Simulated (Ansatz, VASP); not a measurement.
**Cross-check of GeP2C (chalcopyrite type (invented)) between VASP and Ansatz**

Aim: how closely do two programs agree when they are given the same cell, functional and k mesh? The cell is generated by rule, not measured, and may not be a known phase. Of the first pair: The two relaxations start from unlike cells of this crystal (the structure described is Ansatz's start), so only their ends are compared.

Main program and level: Ansatz 0.2.0; plane waves, with VASP 6.6.1 beside it; relaxation of cell and atoms at PBE.

## 1. Set-up

It takes space group I-42d (No. 122, tetragonal). The conventional cell has a = 4.804 Å, b = 4.804 Å, c = 9.607 Å, α = 90.00°, β = 90.00°, γ = 90.00°. Ge has 4 P at 2.08 Å nearest. Nearest to C lie 4 P at 2.08 Å. P has 2 Ge at 2.08 Å and 2 C at 2.08 Å nearest. Farther neighbours are not listed.

Coordinates:

```xyz
8
Lattice="-2.4018 2.4018 4.8036 2.4018 -2.4018 4.8036 2.4018 2.4018 -4.8036" Properties=species:S:1:pos:R:3 pbc="T T T"
Ge    0.0000    0.0000    0.0000
Ge    0.0000    2.4018    2.4018
C     0.0000    0.0000    4.8036
C     2.4018    0.0000    2.4018
P     1.2009   -1.2009    6.0044
P    -1.2009    1.2009    6.0044
P     1.2009    1.2009   -1.2009
P     1.2009    1.2009    3.6027
```

## 2. VASP: relaxation of cell and atoms, PBE, pair 1

The relaxed volume is the usual yardstick between codes: in a stiff, nearly cubic crystal its relative difference is about their pressure difference at one cell divided by the bulk modulus.

Lines of VASP's logs that name or quote its potential files are left out, and so is its time.

INCAR reads:

```
SYSTEM = GeP2C
PREC = Accurate
ENCUT = 600
EDIFF = 1E-07
NELM = 120
ISMEAR = 0
SIGMA = 0.1
LREAL = .FALSE.
ALGO = Normal
GGA = PE
NBANDS = 36
LORBIT = 11
LWAVE = .FALSE.
LCHARG = .FALSE.
ISIF = 3
IBRION = 2
NSW = 80
EDIFFG = -0.005
LASPH = .TRUE.
GGA_COMPAT = .FALSE.
NELMIN = 4
KPAR = 2
```

POSCAR reads:

```
GeP2C
1.0
   -2.8333917090      2.8333917090      3.6228560994
    2.8333917090     -2.8333917090      3.6228560994
    2.8333917090      2.8333917090     -3.6228560994
Ge C P
2 2 4
Direct
    0.0000000000      0.0000000000      0.0000000000
    0.7500000000      0.2500000000      0.5000000000
    0.5000000000      0.5000000000      0.0000000000
    0.2500000000      0.7500000000      0.5000000000
    0.3749999480      0.7835084832      0.9085085352
    0.8749999480      0.4664914128      0.0914914648
    0.2164914128      0.1249999480      0.5914914648
    0.5335085872      0.6250000520      0.4085085352
```

KPOINTS reads:

```
Automatic mesh
0
Gamma
6 6 6
0 0 0
```

PAW data sets: Ge_d, C and P (PBE family, release 64).

Run with:

```bash
mpirun -np 2 vasp_std
```

Numbers of over 12 decimals in the logs are rounded to 6 here.

The program printed:

```text
[banner, memory and clock lines left out]
running    2 mpi-ranks, on    1 nodes
 distrk:  each k-point on    1 cores,    2 groups
 distr:  one band on    1 cores,    1 groups

 POSCAR found type information on POSCAR GeC P
 POSCAR found :  3 types and       8 ions
 LDA part: xc-table for (Slater+PW92), standard interpolation
 POSCAR, INCAR and KPOINTS ok, starting setup
 FFT: planning ... GRIDC
 FFT: planning ... GRID_SOFT
 FFT: planning ... GRID
 WAVECAR not read
 entering main loop
       N       E                     dE             d eps       ncg     rms          rms(c)
DAV:   1     0.555463860594E+03    0.55546E+03   -0.27949E+04  2780   0.333E+03
DAV:   2     0.586427627018E+02   -0.49682E+03   -0.47707E+03  2192   0.897E+02
DAV:   3    -0.386345299586E+02   -0.97277E+02   -0.94609E+02  2472   0.196E+02
DAV:   4    -0.456777578111E+02   -0.70432E+01   -0.68904E+01  2904   0.550E+01
DAV:   5    -0.458876871267E+02   -0.20993E+00   -0.20950E+00  2808   0.102E+01    0.141E+01
DAV:   6    -0.442474834743E+02    0.16402E+01   -0.55389E+00  2784   0.110E+01    0.735E+00
DAV:   7    -0.443267393999E+02   -0.79256E-01   -0.16555E+00  2520   0.523E+00    0.367E+00
DAV:   8    -0.443073515810E+02    0.19388E-01   -0.16394E-01  2840   0.227E+00    0.924E-01
DAV:   9    -0.443034164881E+02    0.39351E-02   -0.38026E-02  2736   0.102E+00    0.206E-01
DAV:  10    -0.443040359361E+02   -0.61945E-03   -0.98032E-03  2916   0.386E-01    0.114E-01
DAV:  11    -0.443038285517E+02    0.20738E-03   -0.73815E-04  2672   0.133E-01    0.526E-02
DAV:  12    -0.443038382318E+02   -0.96800E-05   -0.19953E-04  2732   0.576E-02    0.221E-02
DAV:  13    -0.443038414194E+02   -0.31876E-05   -0.34934E-05  2952   0.307E-02    0.145E-02
DAV:  14    -0.443038405949E+02    0.82443E-06   -0.62596E-06  2400   0.148E-02    0.450E-03
DAV:  15    -0.443038401369E+02    0.45801E-06   -0.27595E-06  2440   0.620E-03    0.229E-03
DAV:  16    -0.443038402389E+02   -0.10195E-06   -0.13964E-07  1580   0.225E-03    0.841E-04
DAV:  17    -0.443038402761E+02   -0.37202E-07   -0.54519E-08  1424   0.127E-03
   1 F= -.44303840E+02 E0= -.44298238E+02  d E =-.443038E+02
[...]
2 F= -.44303896E+02 E0= -.44298370E+02  d E =-.560329E-04
[...]
3 F= -.44303896E+02 E0= -.44298372E+02  d E =-.560795E-04
[...]
4 F= -.44303926E+02 E0= -.44298431E+02  d E =-.293587E-04
 trial-energy change:   -0.000029  1 .order   -0.000029   -0.000035   -0.000023
 step:   2.9590(harm=  2.9590)  dis= 0.00129  next Energy=   -44.303948 (dE=-0.517E-04)
 bond charge predicted
       N       E                     dE             d eps       ncg     rms          rms(c)
DAV:   1    -0.443041122892E+02   -0.18667E-03   -0.74806E-03  2552   0.514E-01    0.881E-02
DAV:   2    -0.443040131325E+02    0.99157E-04   -0.36044E-04  3288   0.188E-01    0.523E-02
DAV:   3    -0.443039475239E+02    0.65609E-04   -0.10015E-04  3248   0.120E-01    0.912E-03
DAV:   4    -0.443039489136E+02   -0.13897E-05   -0.24317E-05  2612   0.387E-02    0.483E-03
DAV:   5    -0.443039491757E+02   -0.26205E-06   -0.16332E-06  3076   0.112E-02    0.277E-03
DAV:   6    -0.443039493402E+02   -0.16455E-06   -0.17129E-07  1608   0.274E-03    0.661E-04
DAV:   7    -0.443039493787E+02   -0.38456E-07   -0.35830E-08  1348   0.177E-03
   5 F= -.44303949E+02 E0= -.44298512E+02  d E =-.530231E-04
 curvature:  -2.00 expect dE=-0.785E-05 dE for cont linesearch -0.571E-08
 trial: gam= 0.02260 g(F)=  0.272E-05 g(S)=  0.120E-05 ort = 0.367E-06 (trialstep = 0.140E+01)
 search vector abs. value=  0.396E-05
 reached required accuracy - stopping structural energy minimisation
```

OUTCAR, selected parts (step 2):

```text
ion  position               nearest neighbor table
   1  0.000  0.000  0.000-   8 2.56   6 2.56   5 2.56   7 2.56
   2  0.750  0.250  0.500-   7 2.56   8 2.56   6 2.56   5 2.56
   3  0.500  0.500  0.000-   8 1.91   6 1.91   5 1.91   7 1.91
   4  0.250  0.750  0.500-   7 1.91   6 1.91   5 1.91   8 1.91
   5  0.375  0.784  0.909-   3 1.91   4 1.91   1 2.56   2 2.56
   6  0.875  0.466  0.091-   3 1.91   4 1.91   1 2.56   2 2.56
   7  0.216  0.125  0.591-   4 1.91   3 1.91   2 2.56   1 2.56
   8  0.534  0.625  0.409-   3 1.91   4 1.91   1 2.56   2 2.56

  LATTYP: Found a body centered tetragonal cell.
 ALAT       =     5.6667834180
 C/A-ratio  =     1.2786287501

 Subroutine GETGRP returns: Found  8 space group operations
 (whereof  4 operations were pure point group operations)

The static configuration has the point symmetry S_4 .
 The point group associated with its full space group is D_2d.

 Found     30 irreducible k-points:

   k-points           NKPTS =     30   k-points in BZ     NKDIM =     30   number of bands    NBANDS=     36

   dimension x,y,z NGX =    48 NGY =   48 NGZ =   48
   dimension x,y,z NGXF=    96 NGYF=   96 NGZF=   96

   ENCUT  =  600.0 eV  44.10 Ry    6.64 a.u.  10.79 10.79 10.79*2*pi/ulx,y,z

   NELECT =      56.0000    total number of electrons

 k-points in reciprocal lattice and weights: Automatic mesh
   0.00000000  0.00000000  0.00000000       0.005
   0.16666667  0.00000000  0.00000000       0.037
   0.33333333  0.00000000 -0.00000000       0.037
   0.50000000  0.00000000 -0.00000000       0.019
   0.16666667  0.16666667  0.00000000       0.037
   0.33333333  0.16666667 -0.00000000       0.074
   0.50000000  0.16666667  0.00000000       0.074
  -0.33333333  0.16666667  0.00000000       0.074
  -0.16666667  0.16666667  0.00000000       0.019
[...]
-0.33333333 -0.33333333  0.33333333       0.009
   0.50000000  0.50000000  0.50000000       0.005

 average (electrostatic) potential at core
       1 -71.5888       2 -71.5888       3 -48.5433       4 -48.5433       5 -81.7901
       6 -81.7901       7 -81.7901       8 -81.7901

 E-fermi :   8.0897

 k-point     1 :       0.0000    0.0000    0.0000
  band No.  band energies     occupation
    ...
     25       5.1732      2.00000
     26       5.5453      2.00000
     27       6.1674      2.00000
     28       7.0007      2.00000
     29       7.4065      2.00000
     30      10.3189      0.00000
     31      11.0229      0.00000
     32      11.0229      0.00000
     33      11.5228      0.00000
     34      12.1804      0.00000
    ...

 k-point     2 :       0.1667    0.0000    0.0000
  band No.  band energies     occupation
    ...
     25       5.0946      2.00000
     26       5.3523      2.00000
     27       6.7011      2.00000
     28       7.2320      2.00000
     29       8.0284      1.61447
     30       9.8445      0.00000
     31      10.6579      0.00000
     32      10.9828      0.00000
     33      11.4431      0.00000
     34      11.9845      0.00000
    ...

 k-point     3 :       0.3333    0.0000   -0.0000
  band No.  band energies     occupation
    ...
     23       3.4957      2.00000
     24       4.8414      2.00000
     25       5.1984      2.00000
     26       6.0753      2.00000
     27       6.5779      2.00000
     28       8.2324      0.04357
     29       8.7344      0.00000
     30       9.1216      0.00000
     31      10.0014      0.00000
     32      10.1414      0.00000
    ...

  Total       -0.0044756     -0.0044756      0.0126241      0.0000000      0.0000000      0.0000000
  in kB       -0.0615850     -0.0615850      0.1737108      0.0000000      0.0000000      0.0000000
  external PRESSURE =       0.0168469 kB  Pullay stress =       0.0000000 kB

  energy-cutoff  :      600.00
  volume of cell :      116.43
      direct lattice vectors                 reciprocal lattice vectors
    -2.836355657  2.836355657  3.618277290     0.000000000  0.176282547  0.138187308
     2.836355657 -2.836355657  3.618277290     0.176282547  0.000000000  0.138187308
     2.836355657  2.836355657 -3.618277290     0.176282547  0.176282547  0.000000000

 POSITION                                       TOTAL-FORCE (eV/Angst)
 -----------------------------------------------------------------------------------
      0.00000      0.00000      0.00000         0.000000      0.000000      0.000000
      0.00000      2.83636      1.80914         0.000000      0.000000      0.000000
      0.00000      0.00000      3.61828         0.000000     -0.000000     -0.000000
      2.83636      0.00000      1.80914         0.000000      0.000000     -0.000000
      3.73431      1.41818      0.90457        -0.003752     -0.000000     -0.000000
     -0.89796      1.41818      4.52285         0.003752      0.000000      0.000000
      1.41818      1.93840     -0.90457         0.000000      0.003752      0.000000
      1.41818      0.89796      2.71371         0.000000     -0.003752     -0.000000
 -----------------------------------------------------------------------------------
    total drift:                               -0.000002      0.000000      0.000150

  FREE ENERGIE OF THE ION-ELECTRON SYSTEM (eV)
  ---------------------------------------------------
  free  energy   TOTEN  =       -44.3039493787 eV

  energy  without entropy=      -44.2930744773  energy(sigma->0) =      -44.29851193

 reached required accuracy - stopping structural energy minimisation

 total charge
# of ion       s       p       d       tot
------------------------------------------
    1        1.270   0.904  10.049  12.224
    2        1.270   0.904  10.049  12.224
    3        0.861   1.505   0.000   2.366
    4        0.861   1.505   0.000   2.366
    5        1.053   1.383   0.000   2.436
    6        1.053   1.383   0.000   2.436
    7        1.053   1.383   0.000   2.436
    8        1.053   1.383   0.000   2.436
--------------------------------------------------
tot          8.475  10.349  20.098  38.923

[... 3 further parts left out ...]
```

CONTCAR:

```
GeP2C
   1.00000000000000
    -2.8363556570247805    2.8363556570247805    3.6182772901813878
     2.8363556570247805   -2.8363556570247805    3.6182772901813878
     2.8363556570247805    2.8363556570247805   -3.6182772901813878
  Ge              C               P
     2     2     4
Direct
     0.0000000000000000    0.0000000000000000    0.0000000000000000
     0.7500000000000000    0.2500000000000000    0.5000000000000000
     0.5000000000000000    0.5000000000000000    0.0000000000000000
     0.2500000000000000    0.7500000000000000    0.5000000000000000
     0.3749999480000028    0.7832944280552260    0.9082944800552232
     0.8749999480000028    0.4667054679447796    0.0917055199447769
     0.2167054679447796    0.1249999480000028    0.5917055199447768
     0.5332945320552275    0.6250000519999972    0.4082944800552232
```

(Continued in part 2 of 2.)

[Lines on the potential files, build, host, timing and source positions are cut from VASP's logs without a mark.]

[Logs are printed without paths, hosts, clocks, repeated set-up lines and the standing remarks that a program may print on its own settings, such as how far it seeks lower states.]

[Hosts, paths, dates, database ids (printed as entryN), source tags and the programs' standing remarks are cut or masked in the printed files.]
